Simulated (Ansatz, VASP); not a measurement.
## Be2Si in VASP and in Ansatz

Contents of INCAR:

```
SYSTEM = Be2Si
PREC = Accurate
ENCUT = 520
EDIFF = 1E-7
ISMEAR = 0
SIGMA = 0.05
LREAL = .False.
LASPH = .True.
NELM = 60
ALGO = Normal
ISIF = 2
LWAVE = .False.
LCHARG = .False.
GGA = CA
NBANDS = 11
```

KPOINTS

```
regular mesh
0
Gamma
  6 6 6
  0 0 0
```

File POSCAR:

```
Be2Si
1.0
    0.0000000000      2.6239058221      2.6239058221
    2.6239058221      0.0000000000      2.6239058221
    2.6239058221      2.6239058221      0.0000000000
Si Be
1 2
Direct
    0.0000000000      0.0000000000      0.0000000000
    0.2500000000      0.2500000000      0.2500000000
    0.7500000000      0.7500000000      0.7500000000
```

Input for Ansatz:

```yaml
crystal:
  lattice:
    - [0.0, 2.6239058221, 2.6239058221]
    - [2.6239058221, 0.0, 2.6239058221]
    - [2.6239058221, 2.6239058221, 0.0]
  atoms:
    - { symbol: Si, position: [0.0, 0.0, 0.0] }
    - { symbol: Be, position: [0.25, 0.25, 0.25] }
    - { symbol: Be, position: [0.75, 0.75, 0.75] }
basis:
  ecutwfc: 420
kpoints:
  mp_grid: { grid: [6, 6, 6] }
hamiltonian:
  xc: lda
scf:
  occupations: { method: gaussian, width: 0.05 }
output:
  forces: true
  stress: true
  eigenvalues: true
```

The cell comes from a database or a generator and needn't be the stable form of this composition.

Alike in both runs: task single point; functional LDA; k mesh 6 × 6 × 6; occupations gaussian, width 0.05 eV; no spin polarisation.

```csv
,VASP,Ansatz
version,VASP 6.6.1,Ansatz 0.2.0
potentials or method,"VASP PAW LDA potentials, release 64 (Si, Be)","scalar-relativistic, plane waves, PAW"
plane-wave cutoff (eV),520,420
valence electrons in the cell,8,8
```

Ansatz gave:

```
gap on the k mesh at the Fermi level (eV) : none
pressure (GPa)                            : -2.1
```

**Question.** Which values does VASP return?

**Answer.** gap on the k mesh at the Fermi level (eV): none; pressure (GPa): -1.9.

A gap of «none» marks a metal or a gap that the smearing closes.
